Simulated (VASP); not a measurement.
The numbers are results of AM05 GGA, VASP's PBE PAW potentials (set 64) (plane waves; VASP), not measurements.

VASP ran on this input.

INCAR:
```
! general
SYSTEM  = Sn
PREC    = Accurate
ENCUT   = 520
LREAL   = .False.
LASPH   = .True.

! electronic loop
EDIFF   = 1E-7
NELM    = 100
ALGO    = Normal
LMAXMIX = 4

! smearing
ISMEAR  = 1
SIGMA   = 0.1

! functional
GGA     = AM

! ions
IBRION  = 2
NSW     = 30
ISIF    = 4
EDIFFG  = -0.01

! output
LWAVE   = .False.
LCHARG  = .False.
```

**POSCAR**
```
Sn
1
   -2.9687102932     2.9687102932     1.6113626069
    2.9687102932    -2.9687102932     1.6113626069
    2.9687102932     2.9687102932    -1.6113626069
Sn
2
Direct
  0.2500000000   0.7500000000   0.5000000000
  0.0000000000   0.0000000000   0.0000000000
```

**KPOINTS**
```
Regular mesh
0
Gamma
 13 13 13
```

POTCAR, in this order: Sn_d (PBE.64 set). Program: vasp_std.

What VASP printed:

**OSZICAR**
```
       N       E                     dE             d eps       ncg     rms          rms(c)
DAV:   1     0.200656706532E+03    0.20066E+03   -0.15074E+04  7082   0.240E+03
DAV:   2     0.987822902362E+01   -0.19078E+03   -0.18870E+03  7070   0.444E+02
DAV:   3    -0.740237426087E+01   -0.17281E+02   -0.17077E+02  8074   0.139E+02
DAV:   4    -0.793029213471E+01   -0.52792E+00   -0.52697E+00  7990   0.264E+01
DAV:   5    -0.795076043862E+01   -0.20468E-01   -0.20467E-01  9538   0.479E+00    0.216E+00
DAV:   6    -0.792576167348E+01    0.24999E-01   -0.48050E-02  9194   0.341E+00    0.118E+00
DAV:   7    -0.791900748448E+01    0.67542E-02   -0.25558E-02  9210   0.241E+00    0.179E-01
DAV:   8    -0.791867365671E+01    0.33383E-03   -0.19973E-03  8142   0.689E-01    0.312E-02
DAV:   9    -0.791868324269E+01   -0.95860E-05   -0.58627E-05  9118   0.817E-02    0.143E-02
DAV:  10    -0.791868355312E+01   -0.31044E-06   -0.59566E-06  8714   0.330E-02    0.151E-03
DAV:  11    -0.791868366504E+01   -0.11192E-06   -0.30632E-07  6302   0.788E-03    0.104E-03
DAV:  12    -0.791868360010E+01    0.64941E-07   -0.57771E-08  3802   0.293E-03
   1 F= -.79186836E+01 E0= -.79186709E+01  d E =-.791868E+01
       N       E                     dE             d eps       ncg     rms          rms(c)
DAV:   1    -0.791913112887E+01   -0.44746E-03   -0.10549E-02  7822   0.912E-01    0.961E-02
DAV:   2    -0.791887633844E+01    0.25479E-03   -0.55351E-04  8460   0.413E-01    0.598E-02
DAV:   3    -0.791873425088E+01    0.14209E-03   -0.30226E-04  9118   0.284E-01    0.721E-03
DAV:   4    -0.791873858126E+01   -0.43304E-05   -0.59653E-05  7500   0.995E-02    0.439E-03
DAV:   5    -0.791873852717E+01    0.54094E-07   -0.16789E-06 10064   0.224E-02    0.901E-04
DAV:   6    -0.791873854089E+01   -0.13725E-07   -0.88547E-08  3934   0.335E-03
   2 F= -.79187385E+01 E0= -.79187072E+01  d E =-.549408E-04
       N       E                     dE             d eps       ncg     rms          rms(c)
DAV:   1    -0.791941065047E+01   -0.67212E-03   -0.16936E-02  7816   0.116E+00    0.122E-01
DAV:   2    -0.791900021512E+01    0.41044E-03   -0.88992E-04  8398   0.521E-01    0.758E-02
DAV:   3    -0.791877185517E+01    0.22836E-03   -0.48580E-04  9124   0.360E-01    0.918E-03
DAV:   4    -0.791877881912E+01   -0.69640E-05   -0.95710E-05  7444   0.126E-01    0.556E-03
DAV:   5    -0.791877872346E+01    0.95668E-07   -0.27070E-06 10346   0.284E-02    0.114E-03
DAV:   6    -0.791877874407E+01   -0.20616E-07   -0.14054E-07  4288   0.413E-03
   3 F= -.79187787E+01 E0= -.79187245E+01  d E =-.951440E-04
```

File OUTCAR:
```
------------------------ aborting loop because EDIFF is reached ----------------------------------------
  FORCE on cell =-STRESS in cart. coord.  units (eV):
  Direction    XX          YY          ZZ          XY          YZ          ZX
  --------------------------------------------------------------------------------------
  Total       -1.0012996     -1.0012996     -0.9850865      0.0000000      0.0000000      0.0000000
  in kB      -28.2413669    -28.2413669    -27.7840823      0.0000000      0.0000000      0.0000000
  external PRESSURE =     -28.0889387 kB  Pullay stress =       0.0000000 kB
  volume of cell :       56.81
      direct lattice vectors                 reciprocal lattice vectors
    -2.965251415  2.965251415  1.615124013     0.000000000  0.168619766  0.309573752
     2.965251415 -2.965251415  1.615124013     0.168619766  0.000000000  0.309573752
     2.965251415  2.965251415 -1.615124013     0.168619766  0.168619766  0.000000000
 POSITION                                       TOTAL-FORCE (eV/Angst)
 -----------------------------------------------------------------------------------
      2.96525      0.00000      0.80756        -0.000000      0.000000      0.000000
      0.00000     -0.00000      0.00000         0.000000     -0.000000     -0.000000
 -----------------------------------------------------------------------------------
    total drift:                               -0.000000     -0.000000      0.000000
  FREE ENERGIE OF THE ION-ELECTRON SYSTEM (eV)
  ---------------------------------------------------
  free  energy   TOTEN  =        -7.9187787441 eV

  energy  without entropy=       -7.9186159216  energy(sigma->0) =       -7.91872447

 reached required accuracy - stopping structural energy minimisation
```
(Selected blocks of OUTCAR.)

File CONTCAR:
```
Sn
   1.00000000000000
    -2.9652514153849392    2.9652514153849392    1.6151240127686668
     2.9652514153849392   -2.9652514153849392    1.6151240127686668
     2.9652514153849392    2.9652514153849392   -1.6151240127686668
  Sn
     2
Direct
     0.2500000000000000    0.7500000000000000    0.5000000000000000
     0.0000000000000000    0.0000000000000000    0.0000000000000000
```

The compound is Sn in the beta structure. This cell is one point of a volume scan, at 1.06 of the reference volume. Symmetry was kept, so distortions that lower it aren't found.
